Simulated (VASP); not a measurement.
The system is Mo.

```
Mo
1.0
    -1.57342    1.57342    1.57342
     1.57342   -1.57342    1.57342
     1.57342    1.57342   -1.57342
Mo
1
Direct
  0.00000 0.00000 0.00000
```

* Program: VASP 6.6.1
* Task: relaxation of cell and atoms
* Functional: PBE
* Potentials or basis: VASP PAW PBE potentials, release 64 (Mo_sv)
* Cutoff: 520 eV
* k mesh: 18 × 18 × 18
* Occupations: gaussian, width 0.1 eV
* Spin: no spin polarisation

At the start: pressure 4.0 GPa; volume 15.58 Å³/atom.

Task: How do energy, volume and symmetry change on relaxing?

Result: Over 4 steps the energy falls by 2.9 meV/atom and the volume is 15.81 Å³/atom (+1.5 %); space group Im-3m (No. 229, to 0.05 Å).

The path:
```
step  energy change (eV)  largest force (eV/Å)  pressure (GPa)  volume (Å³)
   1              0.0000                0.0000            4.00        15.58
   2              0.0178                0.0000           -9.69        16.47
   3             -0.0029                0.0000           -0.06        15.82
   4             -0.0029                0.0000            0.02        15.81
```

Final structure:
```yaml
crystal:
  lattice:
    - [-1.58121, 1.58121, 1.58121]
    - [1.58121, -1.58121, 1.58121]
    - [1.58121, 1.58121, -1.58121]
  atoms:
    - { symbol: Mo, position: [0.00000, 0.00000, 0.00000] }
```
